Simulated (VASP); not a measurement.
Input of a VASP 6.6.1 run:

Contents of INCAR:

```
PREC     = Accurate       # precision mode
ENCUT    = 600            # plane-wave cutoff, eV
EDIFF    = 1E-7           # SCF threshold, eV
ISMEAR   = 0              # smearing method
SIGMA    = 0.03           # smearing width, eV
LREAL    = F              # projectors in reciprocal space
LASPH    = T              # aspherical terms in the spheres
NELM     = 80             # most SCF steps
ALGO     = Normal         # electronic algorithm
ISIF     = 3              # what is computed and relaxed
LWAVE    = F              # write WAVECAR
LCHARG   = F              # write CHGCAR
GGA      = PS             # functional
IBRION   = 2              # ionic algorithm
NSW      = 90             # ionic steps
EDIFFG   = -0.005         # ionic threshold
KPAR     = 4
```

Contents of KPOINTS:

```
Automatic mesh
0
Gamma
  8 6 6
```

File POSCAR:

```
ScAl3N4                                 
1.0
    1.6024282298      2.7754871022     -0.0000000000
   -0.0119724341      0.0069122881      5.0283304897
    4.8631954328     -2.8077671907     -0.0148722594
  Sc              Al              N             
     1     3     4
Direct
     0.5000000000000006    0.9879848898157262    0.8344890562779826
     0.0000000000000003    0.9964215449855971    0.3335222201904960
     0.4999999999999966    0.4983111722002881    0.1730629892558915
     0.0000000000000034    0.4997235530181861    0.6596125884066472
     0.4999999999999998    0.4115249096371204    0.8351910735917335
     0.0000000000000002    0.3773252892327374    0.3322413333214144
     0.4999999999999802    0.8757421696177224    0.1881658813147798
     0.0000000000000192    0.8729664714926333    0.6437148576410547
```

Potentials or basis: VASP PAW PBE potentials, release 64 (Sc_sv, Al, N).

The run is started by

```sh
$ cat potpaw_PBE.64/Sc_sv/POTCAR potpaw_PBE.64/Al/POTCAR potpaw_PBE.64/N/POTCAR > POTCAR
$ mpirun -np 4 vasp_std > vasp.out
```

(1) What does it give for the band gap on the k mesh?

(2) Predict the space group after relaxing (to 0.05 Å).

Results:

(1) 3.53 eV, indirect (least direct gap 3.72 eV).

(2) Pm (No. 6).
